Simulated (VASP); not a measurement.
Output of a VASP run:

File OSZICAR:
```
...
DAV:   3    -0.503211237191E+02   -0.13420E+02   -0.13400E+02   567   0.781E+01
DAV:   4    -0.506128723753E+02   -0.29175E+00   -0.29169E+00   677   0.104E+01
DAV:   5    -0.506173799161E+02   -0.45075E-02   -0.45073E-02   612   0.897E-01    0.572E+01
DAV:   6    -0.437054705166E+02    0.69119E+01   -0.42851E+01   544   0.380E+01    0.512E+01
DAV:   7    -0.436001776323E+02    0.10529E+00   -0.24722E+00   616   0.103E+01    0.331E+01
DAV:   8    -0.435860923732E+02    0.14085E-01   -0.38193E-01   587   0.519E+00    0.557E+00
DAV:   9    -0.435675619384E+02    0.18530E-01   -0.11899E-01   565   0.214E+00    0.152E+00
DAV:  10    -0.435673496109E+02    0.21233E-03   -0.11585E-02   594   0.723E-01    0.566E-01
DAV:  11    -0.435671832556E+02    0.16636E-03   -0.93726E-04   594   0.208E-01    0.171E-01
DAV:  12    -0.435672212807E+02   -0.38025E-04   -0.95183E-05   658   0.692E-02    0.175E-01
DAV:  13    -0.435672255755E+02   -0.42948E-05   -0.15092E-05   603   0.265E-02    0.119E-02
DAV:  14    -0.435672257068E+02   -0.13134E-06   -0.79576E-07   433   0.693E-03
   1 F= -.41256275E+02 E0= -.41256275E+02  d E =-.412563E+02
       N       E                     dE             d eps       ncg     rms          rms(c)
DAV:   1    -0.443346197142E+02   -0.76739E+00   -0.25382E+01   460   0.397E+01    0.161E+01
DAV:   2    -0.435322547628E+02    0.80236E+00   -0.38131E+00   474   0.125E+01    0.374E+00
DAV:   3    -0.434132530564E+02    0.11900E+00   -0.23206E-01   603   0.366E+00    0.253E+00
DAV:   4    -0.433893356129E+02    0.23917E-01   -0.11588E-01   582   0.227E+00    0.206E+00
DAV:   5    -0.433895930297E+02   -0.25742E-03   -0.51136E-03   658   0.410E-01    0.288E+00
DAV:   6    -0.433909649807E+02   -0.13720E-02   -0.38515E-03   625   0.422E-01    0.497E-01
DAV:   7    -0.433908101161E+02    0.15486E-03   -0.44799E-04   631   0.132E-01    0.319E-01
DAV:   8    -0.433907935145E+02    0.16602E-04   -0.16706E-05   657   0.267E-02    0.292E-01
DAV:   9    -0.433906989253E+02    0.94589E-04   -0.26451E-04   593   0.111E-01    0.155E-01
DAV:  10    -0.433906777216E+02    0.21204E-04   -0.13643E-04   609   0.747E-02    0.566E-02
DAV:  11    -0.433906784288E+02   -0.70712E-06   -0.38994E-06   530   0.137E-02
   2 F= -.41230159E+02 E0= -.41230159E+02  d E =0.261161E-01
       N       E                     dE             d eps       ncg     rms          rms(c)
DAV:   1    -0.438352461476E+02   -0.44457E+00   -0.79902E+00   460   0.220E+01    0.938E+00
DAV:   2    -0.435829919443E+02    0.25225E+00   -0.12826E+00   474   0.718E+00    0.217E+00
DAV:   3    -0.435434693916E+02    0.39523E-01   -0.78533E-02   588   0.207E+00    0.154E+00
DAV:   4    -0.435351103218E+02    0.83591E-02   -0.39787E-02   561   0.131E+00    0.115E+00
DAV:   5    -0.435351706411E+02   -0.60319E-04   -0.14046E-03   651   0.200E-01    0.154E+00
DAV:   6    -0.435355467378E+02   -0.37610E-03   -0.10472E-03   641   0.217E-01    0.367E-01
DAV:   7    -0.435354722353E+02    0.74503E-04   -0.18224E-04   631   0.796E-02    0.231E-01
DAV:   8    -0.435354573325E+02    0.14903E-04   -0.24801E-05   596   0.356E-02    0.167E-01
DAV:   9    -0.435354328914E+02    0.24441E-04   -0.71498E-05   579   0.517E-02    0.792E-02
DAV:  10    -0.435354305703E+02    0.23211E-05   -0.11134E-05   598   0.218E-02    0.313E-02
DAV:  11    -0.435354294368E+02    0.11335E-05   -0.43871E-06   551   0.133E-02    0.850E-03
DAV:  12    -0.435354292024E+02    0.23438E-06   -0.28237E-07   307   0.370E-03
   3 F= -.41290488E+02 E0= -.41290488E+02  d E =-.342128E-01
```

OUTCAR:
```
------------------------ aborting loop because EDIFF is reached ----------------------------------------
  FORCE on cell =-STRESS in cart. coord.  units (eV):
  Direction    XX          YY          ZZ          XY          YZ          ZX
  --------------------------------------------------------------------------------------
  Total        2.2171526      2.2171526      2.2171526      0.0000000      0.0000000      0.0000000
  in kB       49.3810834     49.3810834     49.3810834      0.0000000      0.0000000      0.0000000
  external PRESSURE =      -0.6189166 kB  Pullay stress =      50.0000000 kB
  volume of cell :       71.94
      direct lattice vectors                 reciprocal lattice vectors
     4.158932331  0.000000000 -0.000000000     0.240446326  0.000000000 -0.000000000
    -0.000000000  4.158932331  0.000000000    -0.000000000  0.240446326  0.000000000
     0.000000000 -0.000000000  4.158932331     0.000000000 -0.000000000  0.240446326
 POSITION                                       TOTAL-FORCE (eV/Angst)
 -----------------------------------------------------------------------------------
      0.00000      0.00000      0.00000         0.000000      0.000000      0.000000
      2.07947      2.07947      2.07947         0.000000     -0.000000      0.000000
      2.07947     -0.00000      2.07947         0.000000     -0.000000      0.000000
      0.00000      2.07947      2.07947        -0.000000     -0.000000      0.000000
      2.07947      2.07947     -0.00000        -0.000000      0.000000      0.000000
 -----------------------------------------------------------------------------------
    total drift:                                0.000000      0.000000      0.000000
  FREE ENERGIE OF THE ION-ELECTRON SYSTEM (eV)
  ---------------------------------------------------
  free  energy   TOTEN  =       -43.5354292024 eV

  energy  without entropy=      -43.5354292024  energy(sigma->0) =      -43.53542920
  enthalpy is  TOTEN    =       -41.2904879302 eV   P V=        2.2449412723

 reached required accuracy - stopping structural energy minimisation
```
(Selected blocks of OUTCAR.)

POSCAR:
```
BaHfO3
1
    4.1993017192    -0.0000000000     0.0000000000
   -0.0000000000     4.1993017192    -0.0000000000
   -0.0000000000    -0.0000000000     4.1993017192
Ba Hf O
1 1 3
Direct
  0.0000000000   0.0000000000   0.0000000000
  0.5000000000   0.5000000000   0.5000000000
  0.5000000000   0.0000000000   0.5000000000
  0.0000000000   0.5000000000   0.5000000000
  0.5000000000   0.5000000000   0.0000000000
```

Problem. Write an INCAR and KPOINTS that could have produced this output.

Solution. Several could match; the one computed here: the input of the run itself, PBE GGA, plane waves, VASP's PBE PAW potentials (set 64).

KPOINTS:
```
Automatic mesh
0
Gamma
5 5 5
0 0 0
```

INCAR:
```
SYSTEM = BaHfO3
PREC = Accurate; ENCUT = 620; LREAL = .FALSE.
LASPH = .TRUE.
EDIFF = 1E-6; NELM = 100; ALGO = Normal
LMAXMIX = 6
ISMEAR = 0; SIGMA = 0.05
GGA = PE
IBRION = 2; NSW = 40; ISIF = 3
EDIFFG = -0.02; PSTRESS = 50
LWAVE = .FALSE.; LCHARG = .FALSE.
```

POTCAR, in this order: Ba_sv Hf_pv O (PBE.64 set). Program: vasp_std.

Energy and stress use the plane-wave basis of the starting cell.

The compound is BaHfO3 in the cubic perovskite structure. This run relaxes it under an external pressure of 5 GPa. Symmetry was kept, so distortions that lower it aren't found.
